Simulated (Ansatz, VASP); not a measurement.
# Cross-check of Te (Tellurium) between VASP and Ansatz

Aim: how closely do two programs agree when they are given the same cell, functional and k mesh? The cell is taken from a series of VASP runs on this material, whose earlier steps may have relaxed, scaled or displaced it; both programs get it as it stands. Other levels of theory on this material are compared in a session of their own.

Main program and level: Ansatz 0.2.0; plane waves, with VASP 6.6.1 beside it; band structure at r2SCAN and band structure at r2SCAN, spin-orbit coupling.

## (1) The structure

Symmetry: P3_121, No. 152, trigonal system. Conventional cell: a = 4.454 Å, b = 4.454 Å, c = 5.924 Å, α = 90.00°, β = 90.00°, γ = 120.00°. Te has 2 Te at 2.86 Å nearest.

Coordinates:

```cif
data_structure
_symmetry_space_group_name_H-M 'P 1'
_symmetry_Int_Tables_number 1
_cell_length_a 4.4540
_cell_length_b 4.4540
_cell_length_c 5.9240
_cell_angle_alpha 90.000
_cell_angle_beta 90.000
_cell_angle_gamma 120.000
_cell_volume 101.78
loop_
_atom_site_label
_atom_site_type_symbol
_atom_site_fract_x
_atom_site_fract_y
_atom_site_fract_z
_atom_site_occupancy
Te1 Te 0.73100 0.73100 0.00000 1
Te2 Te 0.00000 0.26900 0.66667 1
Te3 Te 0.26900 0.00000 0.33333 1
```

## (2) VASP: band structure, r2SCAN

Levels along a path test the potential and the projectors away from the mesh points.

Lines of VASP's logs that name or quote its potential files are left out, and so is its time.

INCAR

```
SYSTEM = Te
PREC = Accurate
ENCUT = 350
EDIFF = 1E-06
NELM = 100
ISMEAR = 0
SIGMA = 0.03
LREAL = .FALSE.
ALGO = Normal
METAGGA = R2SCAN
LASPH = .TRUE.
NBANDS = 22
LORBIT = 11
LWAVE = .FALSE.
LCHARG = .FALSE.
KPAR = 4
```

POSCAR

```
Te
1.0
    4.4540000000      0.0000000000      0.0000000000
   -2.2270000000      3.8572771485      0.0000000000
    0.0000000000      0.0000000000      5.9240000000
Te
3
Direct
    0.7310000000      0.7310000000      0.0000000000
    0.0000000000      0.2690000000      0.6666666667
    0.2690000000      0.0000000000      0.3333333333
```

KPOINTS

```
Automatic mesh
0
Gamma
6 6 4
0 0 0
```

KPOINTS_OPT

```
Line mode
10
Line-mode
Reciprocal
  0.00000000   0.00000000   0.00000000 GAMMA
  0.50000000   0.00000000   0.00000000 M

  0.50000000   0.00000000   0.00000000 M
  0.33333333   0.33333333   0.00000000 K

  0.33333333   0.33333333   0.00000000 K
  0.00000000   0.00000000   0.00000000 GAMMA

  0.00000000   0.00000000   0.00000000 GAMMA
  0.00000000   0.00000000   0.50000000 A

  0.00000000   0.00000000   0.50000000 A
  0.50000000   0.00000000   0.50000000 L

  0.50000000   0.00000000   0.50000000 L
  0.33333333   0.33333333   0.50000000 H

  0.33333333   0.33333333   0.50000000 H
  0.00000000   0.00000000   0.50000000 A

  0.50000000   0.00000000   0.50000000 L
  0.50000000   0.00000000   0.00000000 M

  0.33333333   0.33333333   0.00000000 K
  0.33333333   0.33333333   0.50000000 H
```

PAW data sets: Te (PBE family, release 64).

On the command line:

```console
mpirun -np 4 vasp_std
```

Numbers of over 12 decimals in the logs are rounded to 6 here.

Output:

```text
[banner, memory and clock lines left out]
running    4 mpi-ranks, on    1 nodes
 distrk:  each k-point on    1 cores,    4 groups
 distr:  one band on    1 cores,    1 groups

 POSCAR found type information on POSCAR Te
 POSCAR found :  1 types and       3 ions
|                                                                             |
|               ----> ADVICE to this user running VASP <----                  |
|                                                                             |
|     You enforced a specific xc type in the INCAR file but a different       |
|     [... a line on the potential file left out ...]
|     I HOPE YOU KNOW WHAT YOU ARE DOING!                                     |
|                                                                             |

 LDA part: xc-table for (None), standard interpolation
 POSCAR, INCAR and KPOINTS ok, starting setup
 FFT: planning ... GRIDC
 FFT: planning ... GRID_SOFT
 FFT: planning ... GRID
 WAVECAR not read
 entering main loop
       N       E                     dE             d eps       ncg     rms          rms(c)
DAV:   1    -0.124688744677E+02   -0.12469E+02   -0.50702E+03  1056   0.489E+02
DAV:   2    -0.756301666333E+02   -0.63161E+02   -0.60051E+02  1380   0.102E+02
DAV:   3    -0.792318274714E+02   -0.36017E+01   -0.35720E+01  1316   0.244E+01
DAV:   4    -0.792840293176E+02   -0.52202E-01   -0.52196E-01  1274   0.358E+00
DAV:   5    -0.792851009036E+02   -0.10716E-02   -0.10716E-02  1352   0.474E-01    0.101E+01
DAV:   6    -0.761934785598E+02    0.30916E+01   -0.37302E-01  1116   0.339E+00    0.731E+00
DAV:   7    -0.762169788641E+02   -0.23500E-01   -0.66186E-02  1354   0.135E+00    0.220E+00
DAV:   8    -0.762144174236E+02    0.25614E-02   -0.98507E-03  1194   0.472E-01    0.130E-01
DAV:   9    -0.762145397182E+02   -0.12229E-03   -0.48905E-04  1360   0.101E-01    0.947E-02
DAV:  10    -0.762146827241E+02   -0.14301E-03   -0.14051E-04  1182   0.603E-02    0.250E-02
DAV:  11    -0.762146997517E+02   -0.17028E-04   -0.24676E-05  1294   0.254E-02    0.703E-03
DAV:  12    -0.762146991318E+02    0.61995E-06   -0.13478E-06  1042   0.613E-03
   1 F= -.76214699E+02 E0= -.76214699E+02  d E =-.134950E-14
 Start KPOINTS_OPT (optional k-point list driver)
k-point batch [1-24\90]
       N       E                     dE             ncg
DAV:   1     0.149581541243E+04   -0.66046E+04     1056
DAV:   2     0.121418336896E+02   -0.14837E+04     1406
DAV:   3    -0.694042211259E+02   -0.81546E+02     1302
DAV:   4    -0.707550414960E+02   -0.13508E+01     1350
DAV:   5    -0.707837020489E+02   -0.28661E-01     1364
DAV:   6    -0.707850237901E+02   -0.13217E-02     1450
DAV:   7    -0.707850410048E+02   -0.17215E-04     1278
DAV:   8    -0.707850417705E+02   -0.76570E-06      922
[...]
k-point batch [73-90\90]
       N       E                     dE             ncg
DAV:   1     0.282645374650E+04   -0.67638E+04      792
DAV:   2     0.169399001302E+04   -0.11325E+04     1094
DAV:   3     0.163568677012E+04   -0.58303E+02      996
DAV:   4     0.163469978849E+04   -0.98698E+00     1024
DAV:   5     0.163467835987E+04   -0.21429E-01     1036
DAV:   6     0.163467739605E+04   -0.96382E-03     1088
DAV:   7     0.163467737969E+04   -0.16361E-04      980
DAV:   8     0.163467737890E+04   -0.78522E-06      694
```

From OUTCAR (step 2):

```text
ion  position               nearest neighbor table
   1  0.731  0.731  0.000-   3 2.86   2 2.86   3 3.47   2 3.47   2 3.47   3 3.47
   2  0.000  0.269  0.667-   1 2.86   3 2.86   1 3.47   1 3.47   3 3.47   3 3.47
   3  0.269  0.000  0.333-   1 2.86   2 2.86   1 3.47   1 3.47   2 3.47   2 3.47

  LATTYP: Found a hexagonal cell.
 ALAT       =     4.4540000000
 C/A-ratio  =     1.3300404131

 Subroutine GETGRP returns: Found  6 space group operations
 (whereof  2 operations were pure point group operations)

The static configuration has the point symmetry C_2 .
 The point group associated with its full space group is D_3 .

 Found     24 irreducible k-points:

   k-points           NKPTS =     24   k-points in BZ     NKDIM =     24   number of bands    NBANDS=     22

   dimension x,y,z NGX =    28 NGY =   28 NGZ =   36
   dimension x,y,z NGXF=    56 NGYF=   56 NGZF=   72

   ENCUT  =  350.0 eV  25.72 Ry    5.07 a.u.   6.79  6.79  9.04*2*pi/ulx,y,z

   NELECT =      18.0000    total number of electrons

 k-points in reciprocal lattice and weights: Automatic mesh
   0.00000000  0.00000000  0.00000000       0.007
   0.16666667  0.00000000  0.00000000       0.042
   0.33333333  0.00000000  0.00000000       0.042
   0.50000000  0.00000000  0.00000000       0.021
   0.16666667  0.16666667  0.00000000       0.042
   0.33333333  0.16666667  0.00000000       0.083
   0.33333333  0.33333333  0.00000000       0.014
   0.00000000  0.00000000  0.25000000       0.014
   0.16666667  0.00000000  0.25000000       0.042
[...]
0.33333333  0.16666667  0.50000000       0.083
   0.33333333  0.33333333  0.50000000       0.014

 average (electrostatic) potential at core
       1 -94.0599       2 -94.0599       3 -94.0599

 E-fermi :   5.9936

 k-point     1 :       0.0000    0.0000    0.0000
  band No.  band energies     occupation
    ...
      5       2.9560      2.00000
      6       2.9560      2.00000
      7       4.0583      2.00000
      8       4.0583      2.00000
      9       4.8791      2.00000
     10       6.9249      0.00000
     11       6.9249      0.00000
     12       7.5651      0.00000
     13      11.1566      0.00000
     14      11.1566      0.00000
    ...

 k-point     2 :       0.1667    0.0000    0.0000
  band No.  band energies     occupation
    ...
      5       2.1989      2.00000
      6       2.5287      2.00000
      7       4.5235      2.00000
      8       4.8165      2.00000
      9       4.9903      2.00000
     10       6.7611      0.00000
     11       6.8503      0.00000
     12       7.4031      0.00000
     13      10.5385      0.00000
     14      11.1984      0.00000
    ...

 k-point     3 :       0.3333    0.0000    0.0000
  band No.  band energies     occupation
    ...
      5       1.4218      2.00000
      6       2.0202      2.00000
      7       3.3581      2.00000
      8       4.8028      2.00000
      9       4.9324      2.00000
     10       6.7999      0.00000
     11       6.9706      0.00000
     12       8.7699      0.00000
     13       9.4713      0.00000
     14      12.1934      0.00000
    ...

  Total        0.5715233      0.5715233      0.5870662     -0.0000000      0.0000000      0.0000000
  in kB        8.9970136      8.9970136      9.2416939     -0.0000000      0.0000000      0.0000000
  external PRESSURE =       9.0785737 kB  Pullay stress =       0.0000000 kB

  energy-cutoff  :      350.00
  volume of cell :      101.78
      direct lattice vectors                 reciprocal lattice vectors
     4.454000000  0.000000000  0.000000000     0.224517288  0.129625117  0.000000000
    -2.227000000  3.857277149  0.000000000     0.000000000  0.259250233  0.000000000
     0.000000000  0.000000000  5.924000000     0.000000000  0.000000000  0.168804862

 POSITION                                       TOTAL-FORCE (eV/Angst)
 -----------------------------------------------------------------------------------
      1.62794      2.81967      0.00000         0.034542      0.059829      0.000000
     -0.59906      1.03761      3.94933         0.034542     -0.059829     -0.000000
      1.19813      0.00000      1.97467        -0.069084      0.000000      0.000000
 -----------------------------------------------------------------------------------
    total drift:                               -0.000000     -0.000001     -0.000000

  FREE ENERGIE OF THE ION-ELECTRON SYSTEM (eV)
  ---------------------------------------------------
  free  energy   TOTEN  =       -76.2146991318 eV

  energy  without entropy=      -76.2146991318  energy(sigma->0) =      -76.21469913

 total charge
# of ion       s       p       d       tot
------------------------------------------
    1        1.437   1.840   0.044   3.321
    2        1.437   1.840   0.044   3.321
    3        1.437   1.840   0.044   3.321
--------------------------------------------------
tot          4.312   5.520   0.132   9.964

[... 3 further parts left out ...]
```

The run ends at a pressure of 0.91 GPa, with forces up to 0.069 eV/Å.

## (3) Ansatz: band structure, r2SCAN

Ansatz runs on its default PAW (the set named soft_2) files.

The same cell, functional, mesh and smearing now go to Ansatz, which takes its cutoff from its data sets.

input.yaml

```yaml
crystal:
  lattice:
    - [4.454, 0.0, 0.0]
    - [-2.227, 3.8572771485, 0.0]
    - [0.0, 0.0, 5.924]
  atoms:
    - { symbol: Te, position: [0.731, 0.731, 0.0] }
    - { symbol: Te, position: [0.0, 0.269, 0.6666666667] }
    - { symbol: Te, position: [0.269, 0.0, 0.3333333333] }
hamiltonian:
  xc: r2scan
  pseudopotentials: { kind: paw }
kpoints:
  mp_grid: { grid: [6, 6, 4] }
  band_path:
    path:
      - [0.0, 0.0, 0.0]
      - [0.16667, 0.0, 0.0]
      - [0.33333, 0.0, 0.0]
      - [0.5, 0.0, 0.0]
      - [0.46296, 0.07407, 0.0]
      - [0.40741, 0.18519, 0.0]
      - [0.35185, 0.2963, 0.0]
      - [0.2963, 0.2963, 0.0]
      - [0.18519, 0.18519, 0.0]
      - [0.07407, 0.07407, 0.0]
      - [0.0, 0.0, 0.0]
      - [0.0, 0.0, 0.16667]
      - [0.0, 0.0, 0.33333]
      - [0.0, 0.0, 0.5]
      - [0.11111, 0.0, 0.5]
      - [0.33333, 0.0, 0.5]
      - [0.5, 0.0, 0.5]
      - [0.46296, 0.07407, 0.5]
      - [0.40741, 0.18519, 0.5]
      - [0.35185, 0.2963, 0.5]
      - [0.33333, 0.33333, 0.5]
      - [0.2963, 0.2963, 0.5]
      - [0.18519, 0.18519, 0.5]
      - [0.07407, 0.07407, 0.5]
      - [0.5, 0.0, 0.5]
      - [0.5, 0.0, 0.33333]
      - [0.5, 0.0, 0.16667]
      - [0.5, 0.0, 0.0]
      - [0.33333, 0.33333, 0.11111]
      - [0.33333, 0.33333, 0.27778]
      - [0.33333, 0.33333, 0.5]
    npoints: 1
scf:
  occupations: { method: gaussian, width: 0.03 }
  n_extra_bands: 7
output:
  forces: true
  stress: true
  eigenvalues: true
```

On the command line:

```console
ansatz run input.yaml --threads 2 --pin off --max-ram 4608MiB --backend cpu --events-out ev --progress --plain --runs-dir out
```

Output:

```text
scf.n_extra_bands = 7 over 24 filled bands (N_el = 48.0): the run solves 31 bands
Engine: ansatz 0.2.0, aarch64-unknown-linux-gnu
Pseudopotentials: kind: paw
Pseudopotential: Te, paw, valence charge 16, recommended cutoff 500 eV (meta_gga), Te.paw.azcp
Functional definition: r2SCAN
  parameter k0 = 0.174
  parameter k1 = 0.065
  parameter a1 = 4.9479
  exchange = r2scan_x(k0 = k0, k1 = k1, a1 = a1)
  correlation = r2scan_c
Crystal: 3 atoms, lattice volume = 101.776 Å³
Basis set: ecut = 500 eV, 2595 PW (Γ), exchange–correlation on 144×144×180 points (64 copies of the dense FFT grid, shifted against one another)
Bands: 31, of which v1, the nominal top of the filled ones, is band 24 counted from 1 (23 counted from 0)
Symmetry: 6 space group operations
Space group: P3121 (ITA 152), of the structure as read, at distance tolerance 4.7e-5 Å
k-points: 24 of 144 (time reversal used)
Non-local potential: Te, projectors of the file, l = 0: 2, l = 1: 2, l = 2: 2, l = 3: 2
PAW form: soft (Blöchl's): semilocal exchange-correlation on the pseudo side does not see the compensation charge
PAW frozen core: Te, regenerated for the run's functional (the file was generated under x = pbe(κ = 0.804, μ = 0.219515), c = pbe(β = 0.066725))
PAW one-centre angular grid: Te, 590 points (default); XC on 160 Gauss nodes
Initial density: superposition of atomic densities (neutral atoms: chi_scale 0, normalization atom), corrected by the library's trained network
Initial wavefunctions: pseudopotential atomic-orbital guess
Functional: x = r2scan, c = r2scan; τ floored in thin density (d = 2e-4 eV/Å³)
SCF iter   1: F=—  HF=-20984.422894 eV  |F-HF|=—  |Δ(HF+E_count)|=         —  Δρ=3.27e-3  dr2=8.14e-3  dr2_τ=2.67e-3  ethr=1.77e-3  ⟨swp⟩=8.8  Hψ=3775  notcnv=0  defer=2
preconditioner: auto → Resta (q_TF=auto, 2.407 Å⁻¹)  ε∞=3.3  [insulator: Δε(μ)=0.344 eV  Ē_g=10.391 eV  σ=0.030 eV  W_gap=1.00  n_scr=22 (ndim 8)  ℏωp=15.6 eV  f_vac=0.027  D(μ)=0.00/eV (n_scr^D=0)  ε∞_Penn≈3.3]
SCF iter   2: F=—  HF=-20984.435467 eV  |F-HF|=—  |Δ(HF+E_count)|=   1.26e-2  Δρ=1.96e-3  dr2=2.45e-3  dr2_τ=4.00e-5  ethr=1.70e-5  ⟨swp⟩=2.2  Hψ=1353  notcnv=0  defer=54
SCF iter   3: F=—  HF=-20984.437062 eV  |F-HF|=—  |Δ(HF+E_count)|=   1.60e-3  Δρ=4.98e-4  dr2=1.59e-4  dr2_τ=1.57e-5  ethr=5.10e-6  ⟨swp⟩=2.0  Hψ=1379  notcnv=0  defer=54
SCF iter   4: F=—  HF=-20984.437049 eV  |F-HF|=—  |Δ(HF+E_count)|=   1.34e-5  Δρ=1.31e-4  dr2=1.14e-5  dr2_τ=3.17e-7  ethr=3.32e-7  ⟨swp⟩=2.0  Hψ=1266  notcnv=0  defer=54
SCF iter   5: F=—  HF=-20984.437067 eV  |F-HF|=—  |Δ(HF+E_count)|=   1.78e-5  Δρ=2.24e-5  dr2=4.09e-7  dr2_τ=1.42e-8  ethr=2.37e-8  ⟨swp⟩=2.0  Hψ=1266  notcnv=0  defer=54
SCF iter   6: F=-20984.437067 eV  HF=-20984.437067 eV  |F-HF|=1.45e-8  |Δ(HF+E_count)|=   6.40e-7  Δρ=4.59e-6  dr2=2.39e-8  dr2_τ=1.19e-9  ethr=2.08e-10  ⟨swp⟩=10.5  Hψ=3508  notcnv=0
SCF 1 converged in 6 iterations: F = -20984.437067 eV  dr2 = 2.39e-8
  greatest PAW one-centre occupation: 0.997 electrons in one spin orbital (limit 2), on the Te atom at site 2 (counted from 0), in its partial waves of l = 2
NSCF: frozen V_eff on 31 k-points
SCF converged after 6 iterations
Free energy (F): -20984.437067 eV
Harris-Foulkes:  -20984.437067 eV  (|F-HF|=1.45e-8)
Internal energy: -20984.437067 eV  (E = F + TS)
E sigma→0 (E₀):  -20984.437067 eV
Fermi energy:    8.803885 eV
--- Per-component energies (eV) ---
  E_band       = -836.378523
  E_kinetic    = 539.221368
  E_local      = -3821.321595  (includes V_loc(G=0)·N_el)
  E_nonlocal   = -931.650101
  E_hartree    = 2431.654899
  E_xc         = -344.559908
  E_vxc        = -333.834164  (∫ρ·V_xc dr)
  E_paw        = -14058.342062  (= ΣΔE_a)
  E_vpaw       = -1172.583936  (= ΣTr[D̂ρ^β])
  E_aug_tail   = -0.000110  (compensation charges beyond the density's cutoff)
  E_vtau       = 20.487118  (kinetic-family band-sum trace: ∫τ·v_τ [+ j·A + Jᵃ·Aᵃ] dr)
  E_ewald      = -4800.294125
  E_core_change = 0.854566  (= ΣΔE_core)
  E_smearing   = -0.000000  (= −TS)
  E_closure    = 0.000000  (closes the sum)
  Σ components = -20984.437067   (vs F -20984.437067, Δ=0.00e0)
--- Forces (eV/Å), atoms counted from 1 ---
  atom   1  Te     0.04874768     0.08443345    -0.00000000
  atom   2  Te     0.04874768    -0.08443345     0.00000000
  atom   3  Te    -0.09749535    -0.00000000    -0.00000000
  max |Σ_I F_I| component: 1.39e-17 eV/Å
--- Stress (GPa, compression-positive) ---
        0.918638       0.000000       0.000000
        0.000000       0.918638       0.000000
        0.000000       0.000000       0.901237
  P = ⅓ Tr σ = 0.9128 GPa (9.128 kbar)
--- Band table (eV; the first three rows and the last of 24) ---
  k-point 0: bands = [... 20 lower, 5.7668, 6.8748, 6.8748, 7.6885, 9.7487, 9.7487, 10.3763, 14.0048, ... 3 higher]
  k-point 1: bands = [... 20 lower, 5.9658, 7.0171, 7.1494, 7.6662, 9.4251, 9.4395, 9.8922, 13.4110, ... 3 higher]
  k-point 2: bands = [... 20 lower, 5.7953, 7.1747, 7.5307, 7.5307, 9.1660, 9.3005, 9.3005, 13.0448, ... 3 higher]
  k-point 23: bands = [... 20 lower, 3.3878, 7.5810, 8.6229, 8.6229, 8.9831, 10.0825, 10.0825, 14.9612, ... 3 higher]
```

It took 14 s on 2 threads of Arm Neoverse V1, shared host; peak memory 0.55 GiB; 28 s of CPU time.

## (4) Side by side

Known differences besides the potentials themselves: VASP keeps PBE cores, Ansatz makes them for the functional; the data sets hold 48 valence electrons in Ansatz (default PAW (the set named soft_2) files) and 18 in VASP; the cutoff is 500 eV in Ansatz and 350 eV in VASP. Total energies have different zeros and are not compared.

Compared:

```
                     quantity  Ansatz   VASP  difference
               pressure (GPa)    0.91   0.91        0.00
gap over the path points (eV)   0.338  0.309      +0.029
```

Forces (eV/Å; atoms numbered as in POSCAR):

```
atom        Ansatz x, y, z          VASP x, y, z
 Te1   0.049, 0.084, 0.000   0.035, 0.060, 0.000
 Te2  0.049, -0.084, 0.000  0.035, -0.060, 0.000
 Te3  -0.097, 0.000, 0.000  -0.069, 0.000, 0.000
```

Levels at points of the path, from each program's valence-band top (eV; 4 filled, then empty):

```
k (reciprocal lattice)                                  Ansatz                                    VASP
     0.000 0.000 0.000  -2.88 -1.77 -1.77 -0.96 1.10 1.10 1.73  -2.88 -1.78 -1.78 -0.96 1.09 1.09 1.73
     0.167 0.000 0.000  -3.30 -1.31 -1.02 -0.84 0.94 1.03 1.57  -3.31 -1.31 -1.02 -0.85 0.92 1.01 1.57
     0.333 0.000 0.000  -3.81 -2.47 -1.03 -0.90 0.97 1.14 2.94  -3.82 -2.48 -1.03 -0.91 0.96 1.13 2.93
     0.500 0.000 0.000  -3.80 -3.67 -1.11 -0.89 0.99 1.04 3.25  -3.80 -3.68 -1.11 -0.90 0.98 1.04 3.23
     0.463 0.074 0.000  -3.76 -3.64 -1.35 -1.21 1.23 1.40 3.43  -3.76 -3.65 -1.36 -1.22 1.22 1.39 3.41
     0.407 0.185 0.000  -3.57 -3.49 -2.16 -2.13 2.09 2.42 3.69  -3.58 -3.50 -2.16 -2.14 2.07 2.41 3.68
     0.352 0.296 0.000  -3.27 -3.26 -2.93 -2.80 2.90 3.08 3.37  -3.28 -3.27 -2.93 -2.81 2.89 3.07 3.36
     0.296 0.296 0.000  -3.40 -3.10 -2.82 -2.71 2.77 3.08 3.27  -3.41 -3.11 -2.82 -2.71 2.75 3.07 3.26
     0.185 0.185 0.000  -3.23 -2.11 -1.69 -1.63 1.83 1.95 2.19  -3.24 -2.12 -1.70 -1.63 1.82 1.94 2.19
     0.074 0.074 0.000  -2.98 -1.62 -0.98 -0.74 0.79 1.05 1.62  -2.98 -1.63 -0.98 -0.75 0.78 1.04 1.62
```

The forces differ by 16 meV/Å r.m.s., which is 41.1 % of the r.m.s. force of 0.04 eV/Å (both taken over all components). Among the levels compared at these points, filled levels agree within 17 meV and empty ones within 29 meV. Ansatz's pressure holds a Pulay correction of 0.02 GPa; VASP's holds none.

## (5) Other set-ups

Further runs change the set-up of one program: Ansatz's method, potentials or start, or VASP's data sets, cutoff or form of LDA. The table gives Ansatz less VASP for each quantity, since a change that brings one quantity closer may part another.

| run | r.m.s. force difference (meV/Å) | pressure (GPa) | gap over the path points (eV) |
| --- | --- | --- | --- |
| as above | 16 | 0.0050 | 0.029 |
| cores kept as stored | 16 | 0.0072 | 0.029 |
| Ansatz's larger PAW set (cutoff 430 eV) | 19 | 0.0084 | 0.031 |
| norm-conserving potentials (cutoff 1230 eV) | 22 | -0.011 | 0.036 |

[end of part 1 of 2]

[Lines on the potential files, build, host, timing and source positions are cut from VASP's logs without a mark.]

[Logs are printed without paths, hosts, clocks, repeated set-up lines and the standing remarks that a program may print on its own settings, such as how far it seeks lower states.]

[Hosts, paths, dates, database ids (printed as entryN), source tags and the programs' standing remarks are cut or masked in the printed files.]
